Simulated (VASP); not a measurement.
Output of a VASP run:

### OUTCAR
```
 ion  position               nearest neighbor table
   1  0.250  0.250  0.250-   3 2.43   3 2.43   3 2.43   3 2.43   2 2.81   2 2.81   2 2.81   2 2.81
                             2 2.81   2 2.81
   2  0.750  0.750  0.750-   3 2.43   3 2.43   3 2.43   3 2.43   1 2.81   1 2.81   1 2.81   1 2.81
                             1 2.81   1 2.81
   3  0.000  0.000  0.000-   2 2.43   2 2.43   2 2.43   1 2.43   2 2.43   1 2.43   1 2.43   1 2.43
  LATTYP: Found a face centered cubic cell.
 ALAT       =     5.6128992834
 Subroutine PRICEL returns:
 Original cell was already a primitive cell.
 Subroutine GETGRP returns: Found 48 space group operations
The static configuration has the point symmetry O_h .
The dynamic configuration has the point symmetry O_h .
 Subroutine INISYM returns: Found 48 space group operations
 Subroutine IBZKPT returns following result:
 Found     47 irreducible k-points:

 Following reciprocal coordinates:
            Coordinates               Weight
  0.000000  0.000000  0.000000      1.000000
  0.100000  0.000000  0.000000      8.000000
  0.200000  0.000000  0.000000      8.000000
  0.300000  0.000000  0.000000      8.000000
  0.400000  0.000000  0.000000      8.000000
  0.500000  0.000000  0.000000      4.000000
  0.100000  0.100000  0.000000      6.000000
  0.200000  0.100000  0.000000     24.000000
  0.300000  0.100000  0.000000     24.000000
  0.400000  0.100000  0.000000     24.000000
  0.500000  0.100000  0.000000     24.000000
 -0.400000  0.100000  0.000000     24.000000
 -0.300000  0.100000  0.000000     24.000000
 -0.200000  0.100000  0.000000     24.000000
 -0.100000  0.100000  0.000000     12.000000
  0.200000  0.200000  0.000000      6.000000
  0.300000  0.200000  0.000000     24.000000
  0.400000  0.200000  0.000000     24.000000
  0.500000  0.200000  0.000000     24.000000
 -0.400000  0.200000  0.000000     24.000000
 -0.300000  0.200000  0.000000     24.000000
 -0.200000  0.200000  0.000000     12.000000
  0.300000  0.300000  0.000000      6.000000
  0.400000  0.300000  0.000000     24.000000
  0.500000  0.300000  0.000000     24.000000
 -0.400000  0.300000  0.000000     24.000000
 -0.300000  0.300000  0.000000     12.000000
  0.400000  0.400000  0.000000      6.000000
  0.500000  0.400000  0.000000     24.000000
 -0.400000  0.400000  0.000000     12.000000
  0.500000  0.500000  0.000000      3.000000
  0.300000  0.200000  0.100000     24.000000
  0.400000  0.200000  0.100000     48.000000
  0.500000  0.200000  0.100000     48.000000
 -0.400000  0.200000  0.100000     24.000000
  0.400000  0.300000  0.100000     24.000000
  0.500000  0.300000  0.100000     48.000000
 -0.400000  0.300000  0.100000     48.000000
 -0.300000  0.300000  0.100000     48.000000
 -0.200000  0.300000  0.100000     24.000000
   k-points           NKPTS =     47   k-points in BZ     NKDIM =     47   number of bands    NBANDS=     13
   number of dos      NEDOS =    301   number of ions     NIONS =      3
   total plane-waves  NPLWV =  21952
   dimension x,y,z NGX =    28 NGY =   28 NGZ =   28
   dimension x,y,z NGXF=    56 NGYF=   56 NGZF=   56
   ions per type =               2   1
   PREC   = accura    normal or accurate (medium, high low for compatibility)
   ISTART =      0    job   : 0-new  1-cont  2-samecut
   ICHARG =      2    charge: 1-file 2-atom 10-const
   ISPIN  =      1    spin polarized calculation?
   LNONCOLLINEAR =      F non collinear calculations
   LSORBIT =      F    spin-orbit coupling
   INIWAV =      1    electr: 0-lowe 1-rand  2-diag
   ENCUT  =  480.0 eV  35.28 Ry    5.94 a.u.   7.09  7.09  7.09*2*pi/ulx,y,z
   NELM   =    100;   NELMIN=  2; NELMDL= -5     # of ELM steps
   EDIFF  = 0.1E-06   stopping-criterion for ELM
   LREAL  =      F    real-space projection
   NLSPLINE    = F    spline interpolate recip. space projectors
   LMAXMIX     =    4 max onsite mixed and CHGCAR
   VOSKOWN=      0    Vosko Wilk Nusair interpolation
   EDIFFG = -.1E-01   stopping-criterion for IOM
...
```

**OSZICAR**
```
       N       E                     dE             d eps       ncg     rms          rms(c)
DAV:   1     0.663733152190E+02    0.66373E+02   -0.74721E+03  1222   0.130E+03
DAV:   2    -0.164907800149E+02   -0.82864E+02   -0.77589E+02  1257   0.238E+02
DAV:   3    -0.207464036163E+02   -0.42556E+01   -0.41010E+01  1607   0.595E+01
DAV:   4    -0.208377959361E+02   -0.91392E-01   -0.91084E-01  1460   0.832E+00
DAV:   5    -0.208402831243E+02   -0.24872E-02   -0.24861E-02  1590   0.146E+00    0.163E+01
DAV:   6    -0.269917984533E+02   -0.61515E+01   -0.61752E+01  1303   0.192E+02    0.279E+01
DAV:   7    -0.189978765126E+02    0.79939E+01   -0.17725E+01  1447   0.116E+02    0.504E+00
DAV:   8    -0.187607374931E+02    0.23714E+00   -0.27751E+00  1755   0.300E+01    0.237E+00
DAV:   9    -0.187309852777E+02    0.29752E-01   -0.33956E-01  1575   0.102E+01    0.819E-01
DAV:  10    -0.187253960413E+02    0.55892E-02   -0.17679E-02  1599   0.314E+00    0.298E-01
DAV:  11    -0.187252404749E+02    0.15557E-03   -0.19372E-03  1782   0.383E-01    0.640E-02
DAV:  12    -0.187252695125E+02   -0.29038E-04   -0.62085E-05  1629   0.120E-01    0.332E-02
DAV:  13    -0.187252591764E+02    0.10336E-04   -0.34673E-05  1620   0.145E-01    0.814E-03
DAV:  14    -0.187252593213E+02   -0.14497E-06   -0.39447E-06  1539   0.178E-02    0.558E-03
DAV:  15    -0.187252590718E+02    0.24957E-06   -0.10080E-06  1832   0.228E-02    0.596E-04
DAV:  16    -0.187252591443E+02   -0.72571E-07   -0.80244E-08   856   0.240E-03
   1 F= -.18725259E+02 E0= -.18725365E+02  d E =-.187253E+02
```

OUTCAR:
```
------------------------ aborting loop because EDIFF is reached ----------------------------------------
  FORCE on cell =-STRESS in cart. coord.  units (eV):
  Direction    XX          YY          ZZ          XY          YZ          ZX
  --------------------------------------------------------------------------------------
  Total       -4.0064221     -4.0064221     -4.0064221     -0.0000000      0.0000000      0.0000000
  in kB     -145.1996352   -145.1996352   -145.1996352     -0.0000000      0.0000000      0.0000000
  external PRESSURE =    -145.1996352 kB  Pullay stress =       0.0000000 kB
  volume of cell :       44.21
      direct lattice vectors                 reciprocal lattice vectors
     0.000000000  2.806449642  2.806449642    -0.178161045  0.178161045  0.178161045
     2.806449642  0.000000000  2.806449642     0.178161045 -0.178161045  0.178161045
     2.806449642  2.806449642  0.000000000     0.178161045  0.178161045 -0.178161045
 POSITION                                       TOTAL-FORCE (eV/Angst)
 -----------------------------------------------------------------------------------
      1.40322      1.40322      1.40322         0.000000     -0.000000      0.000000
      4.20967      4.20967      4.20967        -0.000000     -0.000000     -0.000000
      0.00000      0.00000      0.00000         0.000000      0.000000      0.000000
 -----------------------------------------------------------------------------------
    total drift:                               -0.000000     -0.000000      0.000000
  FREE ENERGIE OF THE ION-ELECTRON SYSTEM (eV)
  ---------------------------------------------------
  free  energy   TOTEN  =       -18.7252591443 eV

  energy  without entropy=      -18.7255754395  energy(sigma->0) =      -18.72536458

 reached required accuracy - stopping structural energy minimisation
```
(Selected blocks of OUTCAR.)

POSCAR:
```
NiSi2
1
    0.0000000000     2.8064496417     2.8064496417
    2.8064496417     0.0000000000     2.8064496417
    2.8064496417     2.8064496417     0.0000000000
Si Ni
2 1
Direct
  0.2500000000   0.2500000000   0.2500000000
  0.7500000000   0.7500000000   0.7500000000
  0.0000000000   0.0000000000   0.0000000000
```

**Question.** Reconstruct the remaining input files.

**Answer.** This is not unique; one that fits is the input of the run itself, PBEsol GGA, plane waves, VASP's PBE PAW potentials (set 64).

**INCAR**
```
PREC  =  Accurate
SYSTEM  =  NiSi2
NSW  =  30
IBRION  =  2   ! conjugate gradients
NELM  =  100
EDIFFG  =  -0.01   ! ionic stop
LREAL  =  .False.   ! projection in real space or not
ISMEAR  =  1
LCHARG  =  .False.
ENCUT  =  480
LWAVE  =  .False.
EDIFF  =  1E-7
SIGMA  =  0.1   ! width (eV)
LASPH  =  .True.   ! aspherical one-centre terms
GGA  =  PS
ALGO  =  Normal
ISIF  =  2
LMAXMIX  =  4
```

### KPOINTS
```
Automatic mesh
0
Gamma
10 10 10
0 0 0
```

POTCAR, in this order: Si Ni (PBE.64 set). Program: vasp_std.

The compound is NiSi2 in the fluorite structure. This cell was strained or had an atom moved on purpose. The run is not spin-polarised, so no magnetic state was tried.
